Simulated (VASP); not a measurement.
Input:

```
CELL_PARAMETERS angstrom
     -2.94023     5.02241     2.83761
      2.94023    -5.02241     2.83761
      2.94023     5.02241    -2.83761
ATOMIC_POSITIONS crystal
  Si 0.75000 0.75000 0.00000
  Si 0.25000 0.25000 0.00000
  S  0.88475 0.79856 0.68331
  S  0.11525 0.20144 0.31669
  S  0.61525 0.29856 0.91381
  S  0.38475 0.70144 0.08619
```

The numbers are results of PBE GGA, VASP's PBE PAW potentials (set 64) (plane waves; VASP), not measurements. Settings: 300 eV cut-off, 6×6×6 Γ-centred mesh, Fermi-Dirac smearing of 0.020 eV, potentials Si S.

The path is coarsely sampled, so an indirect gap can come out somewhat too large.

Problem. Give the energies of bands 6 to 19 at the high-symmetry points, in eV from the valence-band maximum.

Solution. 
| band | Γ | X | F0 | Λ0 | R | W | S | T |
|---|---|---|---|---|---|---|---|---|
| 6 | -5.78 | -5.44 | -5.42 | -5.75 | -6.10 | -6.09 | -6.06 | -5.51 |
| 7 | -4.55 | -4.25 | -4.45 | -4.12 | -4.28 | -4.30 | -4.20 | -4.51 |
| 8 | -3.65 | -3.40 | -3.52 | -4.11 | -4.28 | -4.30 | -4.20 | -3.66 |
| 9 | -3.55 | -3.29 | -3.36 | -3.90 | -3.38 | -3.40 | -3.46 | -3.36 |
| 10 | -2.59 | -2.22 | -2.35 | -2.68 | -3.38 | -3.40 | -3.46 | -2.70 |
| 11 | -2.56 | -2.12 | -2.31 | -1.93 | -1.88 | -1.79 | -1.87 | -2.21 |
| 12 | -1.65 | -1.94 | -1.98 | -1.84 | -1.88 | -1.79 | -1.87 | -1.89 |
| 13 | -1.60 | -1.84 | -1.82 | -1.38 | -0.84 | -0.80 | -1.04 | -1.79 |
| 14 | -0.82 | -1.73 | -1.59 | -0.88 | -0.84 | -0.80 | -1.04 | -1.21 |
| 15 | -0.74 | -1.27 | -0.93 | -0.85 | -0.61 | -0.70 | -0.66 | -0.98 |
| 16 | -0.34 | -0.15 | -0.02 | -0.64 | -0.61 | -0.70 | -0.66 | -0.02 |
| 17 | 3.65 | 2.81 | 3.27 | 2.89 | 3.19 | 3.24 | 3.28 | 3.68 |
| 18 | 3.76 | 4.04 | 4.06 | 3.46 | 3.19 | 3.24 | 3.28 | 4.58 |
| 19 | 3.78 | 4.46 | 4.86 | 4.40 | 4.58 | 4.47 | 4.79 | 4.59 |

The gap is indirect, 2.77 eV, from the valence maximum at Σ0-Γ at 0.25 to the conduction minimum at G0-X at 0.50.

The structure comes from a computed database's SiS2 entry; how it stands against other phases isn't given here. The cell was not relaxed at this level.
